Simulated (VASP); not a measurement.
```xyz
4
Lattice="3.3958 0.0000 0.0000 0.0000 3.3958 0.0000 0.0000 0.0000 3.3958" Properties=species:S:1:pos:R:3 pbc="T T T"
Si     0.0000     0.0000     0.0000
Ni     0.0000     1.6979     1.6979
Ni     1.6979     0.0000     1.6979
Ni     1.6979     1.6979     0.0000
```

The numbers are results of PBE GGA with D3 dispersion (zero damping), VASP's PBE PAW potentials (set 64) (plane waves; VASP 6.6.1), not measurements. Numerical set-up: 520 eV cut-off, 9×9×9 Γ-centred mesh, first-order Methfessel-Paxton smearing of 0.10 eV, potentials Si Ni.

Q: Give the stress tensor in GPa (positive for a compressed cell).

A: 
```
16.08   0.00   0.00
 0.00  16.08   0.00
 0.00   0.00  16.08
```
The pressure is its mean diagonal, 16.08 GPa.

The compound is Ni3Si in the L1_2 structure. This cell is one point of a volume scan, at 0.94 of the reference volume. The run is not spin-polarised, so no magnetic state was tried.
